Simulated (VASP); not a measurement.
Method: PBE GGA, VASP's PBE PAW potentials (set 64) (plane waves; VASP).

VASP input:

KPOINTS:
```
Automatic mesh
0
Gamma
9 9 5
0 0 0
```

### INCAR
```
# general
SYSTEM  = I
PREC    = Accurate
ENCUT   = 300   # plane-wave cut-off (eV)
LREAL   = F   # projection in real space or not
LASPH   = T

# electronic loop
EDIFF   = 1E-6
NELM    = 100
ALGO    = Normal
LMAXMIX = 4   # l cut-off of mixed one-centre charges

# smearing
ISMEAR  = -1   # Fermi-Dirac
SIGMA   = 0.02   # width (eV)

# functional
GGA     = PE   # PBE

# ions
ISIF    = 2   # forces and stress, cell fixed

# output
LWAVE   = F
LCHARG  = F
LORBIT  = 11   # lm-projected
NEDOS   = 601
```

POSCAR:
```
I
1
    2.3950000000    -3.6350000000     0.0000000000
    2.3950000000     3.6350000000     0.0000000000
    0.0000000000     0.0000000000     9.7900000000
I
4
Direct
  0.8436830000   0.8376230000   0.8778080000
  0.6573310000   0.6573220000   0.3848960000
  0.3499600000   0.3496520000   0.6089040000
  0.1490270000   0.1554020000   0.1283920000
```

POTCAR, in this order: I (PBE.64 set). Program: vasp_std.

Output

File OSZICAR:
```
       N       E                     dE             d eps       ncg     rms          rms(c)
DAV:   1     0.130693524286E+03    0.13069E+03   -0.77941E+03  7308   0.800E+02
DAV:   2     0.282576595913E+01   -0.12787E+03   -0.12609E+03 10682   0.157E+02
DAV:   3    -0.589670617677E+01   -0.87225E+01   -0.87070E+01  8374   0.497E+01
DAV:   4    -0.609787261596E+01   -0.20117E+00   -0.20114E+00 10406   0.905E+00
DAV:   5    -0.609991335870E+01   -0.20407E-02   -0.20407E-02  8412   0.770E-01    0.940E+00
DAV:   6    -0.591860372033E+01    0.18131E+00   -0.17403E-01  8006   0.228E+00    0.626E+00
DAV:   7    -0.586681103737E+01    0.51793E-01   -0.42722E-01  8116   0.345E+00    0.549E-01
DAV:   8    -0.585938369727E+01    0.74273E-02   -0.54907E-02  7824   0.136E+00    0.562E-01
DAV:   9    -0.585922276098E+01    0.16094E-03   -0.22133E-03  8008   0.288E-01    0.286E-01
DAV:  10    -0.585909700662E+01    0.12575E-03   -0.56404E-04  7992   0.128E-01    0.470E-02
DAV:  11    -0.585911084030E+01   -0.13834E-04   -0.66018E-05  9516   0.479E-02    0.365E-02
DAV:  12    -0.585911455072E+01   -0.37104E-05   -0.80436E-06  8066   0.167E-02    0.124E-02
DAV:  13    -0.585911657558E+01   -0.20249E-05   -0.26218E-06  5698   0.101E-02    0.564E-03
DAV:  14    -0.585911691538E+01   -0.33981E-06   -0.73330E-07  4348   0.541E-03
   1 F= -.58591169E+01 E0= -.58591169E+01  d E =-.217984E-10
```

OUTCAR:
```
------------------------ aborting loop because EDIFF is reached ----------------------------------------
  FORCE on cell =-STRESS in cart. coord.  units (eV):
  Direction    XX          YY          ZZ          XY          YZ          ZX
  --------------------------------------------------------------------------------------
  Total        0.6398340      1.3815660      0.9933282     -0.0134032     -0.0195156     -2.3416119
  in kB        6.0138867     12.9855280      9.3364274     -0.1259785     -0.1834295    -22.0091300
  external PRESSURE =       9.4452807 kB  Pullay stress =       0.0000000 kB
  volume of cell :      170.46
      direct lattice vectors                 reciprocal lattice vectors
     2.395000000 -3.635000000  0.000000000     0.208768267 -0.137551582  0.000000000
     2.395000000  3.635000000  0.000000000     0.208768267  0.137551582  0.000000000
     0.000000000  0.000000000  9.790000000     0.000000000  0.000000000  0.102145046
 POSITION                                       TOTAL-FORCE (eV/Angst)
 -----------------------------------------------------------------------------------
      4.02673     -0.02203      8.59374         0.213330      0.029561      0.360392
      3.14859     -0.00003      3.76813         0.635936      0.010579     -1.153280
      1.67557     -0.00112      5.96117        -0.627872     -0.008944      1.239171
      0.72911      0.02317      1.25696        -0.221394     -0.031196     -0.446283
 -----------------------------------------------------------------------------------
    total drift:                                0.000172      0.000130     -0.000423
  FREE ENERGIE OF THE ION-ELECTRON SYSTEM (eV)
  ---------------------------------------------------
  free  energy   TOTEN  =        -5.8591169154 eV

  energy  without entropy=       -5.8591169154  energy(sigma->0) =       -5.85911692

 total charge

# of ion       s       p       d       tot
------------------------------------------
    1        1.537   2.638   0.021   4.196
    2        1.543   2.650   0.039   4.232
    3        1.539   2.662   0.036   4.237
    4        1.539   2.634   0.022   4.195
--------------------------------------------------
tot          6.158  10.583   0.118  16.859
```
(Selected blocks of OUTCAR.)

The structure is a typed I crystal. The cell was not relaxed at this level, atoms are displaced from their ideal sites. The run is one of a series of settings (NEDOS = 601, KPOINTS 9×9×5 Γ-centred mesh against the base run), some of them coarse on purpose.
